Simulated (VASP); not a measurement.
All values below come from PBE GGA, VASP's PBE PAW potentials (set 64) (plane waves; VASP 6.6.1).

Input for VASP

INCAR:
```
SYSTEM  =  Y
PREC  =  Accurate; ENCUT  =  500; LREAL  =  F
LASPH  =  T
EDIFF  =  1E-6; NELM  =  100; ALGO  =  Normal
LMAXMIX  =  4
ISMEAR  =  1; SIGMA  =  0.1
GGA  =  PE
IBRION  =  2; NSW  =  40; ISIF  =  3
EDIFFG  =  -0.02
LWAVE  =  F; LCHARG  =  F
```

File KPOINTS:
```
Automatic mesh
0
Gamma
12 12 7
0 0 0
```

File POSCAR:
```
Y
1
    1.8274713899    -3.1652735739    -0.0000000000
    1.8274713899     3.1652735739     0.0000000000
   -0.0000000000    -0.0000000000     5.6784837319
Y
2
Direct
  0.3333330000   0.6666670000   0.2500000000
  0.6666670000   0.3333330000   0.7500000000
```

POTCAR, in this order: Y_sv (PBE.64 set). Program: vasp_std.

What VASP printed:

File OUTCAR:
```
 ion  position               nearest neighbor table
   1  0.333  0.667  0.250-   2 3.54   2 3.54   2 3.54   2 3.54   2 3.54   2 3.54
   2  0.667  0.333  0.750-   1 3.54   1 3.54   1 3.54   1 3.54   1 3.54   1 3.54
  LATTYP: Found a hexagonal cell.
 ALAT       =     3.6549430199
 C/A-ratio  =     1.5536449408
 Subroutine PRICEL returns:
 Original cell was already a primitive cell.
 Subroutine GETGRP returns: Found 24 space group operations
The static configuration has the point symmetry D_3d.
 The point group associated with its full space group is D_6h.
The dynamic configuration has the point symmetry D_3d.
 Subroutine INISYM returns: Found 24 space group operations
 Subroutine IBZKPT returns following result:
 Found     76 irreducible k-points:

 Following reciprocal coordinates:
            Coordinates               Weight
  0.000000  0.000000  0.000000      1.000000
  0.083333  0.000000  0.000000      6.000000
  0.166667  0.000000  0.000000      6.000000
  0.250000  0.000000  0.000000      6.000000
  0.333333  0.000000  0.000000      6.000000
  0.416667 -0.000000  0.000000      6.000000
  0.500000  0.000000  0.000000      3.000000
  0.083333  0.083333  0.000000      6.000000
  0.166667  0.083333  0.000000     12.000000
  0.250000  0.083333  0.000000     12.000000
  0.333333  0.083333  0.000000     12.000000
  0.416667  0.083333  0.000000     12.000000
  0.166667  0.166667  0.000000      6.000000
  0.250000  0.166667  0.000000     12.000000
  0.333333  0.166667  0.000000     12.000000
  0.416667  0.166667  0.000000      6.000000
  0.250000  0.250000  0.000000      6.000000
  0.333333  0.250000  0.000000     12.000000
  0.333333  0.333333  0.000000      2.000000
  0.000000  0.000000  0.142857      2.000000
  0.083333  0.000000  0.142857     12.000000
  0.166667  0.000000  0.142857     12.000000
...
```

File OSZICAR:
```
       N       E                     dE             d eps       ncg     rms          rms(c)
DAV:   1     0.860488442685E+02    0.86049E+02   -0.11429E+04  2288   0.135E+03
DAV:   2    -0.602382166862E+01   -0.92073E+02   -0.91120E+02  2889   0.282E+02
DAV:   3    -0.131313777828E+02   -0.71076E+01   -0.70416E+01  4347   0.474E+01
DAV:   4    -0.132580701856E+02   -0.12669E+00   -0.12665E+00  2513   0.743E+00
DAV:   5    -0.132618243879E+02   -0.37542E-02   -0.37542E-02  3428   0.938E-01    0.332E+01
DAV:   6    -0.129296696618E+02    0.33215E+00   -0.44008E-01  2280   0.478E+00    0.206E+01
DAV:   7    -0.128742815954E+02    0.55388E-01   -0.86837E-01  2888   0.619E+00    0.180E+00
DAV:   8    -0.128639107860E+02    0.10371E-01   -0.17965E-01  2763   0.275E+00    0.126E+00
DAV:   9    -0.128627995005E+02    0.11113E-02   -0.41049E-03  3269   0.459E-01    0.394E-01
DAV:  10    -0.128629689629E+02   -0.16946E-03   -0.20769E-03  2372   0.480E-01    0.378E-01
DAV:  11    -0.128628905553E+02    0.78408E-04   -0.17256E-04  2851   0.135E-01    0.354E-02
DAV:  12    -0.128628858189E+02    0.47364E-05   -0.29208E-05  2653   0.546E-02    0.219E-02
DAV:  13    -0.128628876082E+02   -0.17894E-05   -0.63481E-06  2672   0.263E-02    0.841E-04
DAV:  14    -0.128628877275E+02   -0.11926E-06   -0.13317E-07  1623   0.275E-03
   1 F= -.12862888E+02 E0= -.12861983E+02  d E =-.128629E+02
```

OUTCAR:
```
------------------------ aborting loop because EDIFF is reached ----------------------------------------
  FORCE on cell =-STRESS in cart. coord.  units (eV):
  Direction    XX          YY          ZZ          XY          YZ          ZX
  --------------------------------------------------------------------------------------
  Total       -0.0090951     -0.0090951     -0.0007102     -0.0000000      0.0000000      0.0000000
  in kB       -0.2218155     -0.2218155     -0.0173214     -0.0000000      0.0000000      0.0000000
  external PRESSURE =      -0.1536508 kB  Pullay stress =       0.0000000 kB
  volume of cell :       65.69
      direct lattice vectors                 reciprocal lattice vectors
     1.827471390 -3.165273574  0.000000000     0.273602095 -0.157964229  0.000000000
     1.827471390  3.165273574  0.000000000     0.273602095  0.157964229  0.000000000
     0.000000000  0.000000000  5.678483732     0.000000000  0.000000000  0.176103349
 POSITION                                       TOTAL-FORCE (eV/Angst)
 -----------------------------------------------------------------------------------
      1.82747      1.05509      1.41962         0.000000      0.000000      0.000000
      1.82747     -1.05509      4.25886        -0.000000     -0.000000      0.000000
 -----------------------------------------------------------------------------------
    total drift:                                0.000067      0.000519     -0.000009
  FREE ENERGIE OF THE ION-ELECTRON SYSTEM (eV)
  ---------------------------------------------------
  free  energy   TOTEN  =       -12.8628877275 eV

  energy  without entropy=      -12.8601734317  energy(sigma->0) =      -12.86198296

 reached required accuracy - stopping structural energy minimisation
```
(Selected blocks of OUTCAR.)

The compound is Y in the hcp structure. It was relaxed first.
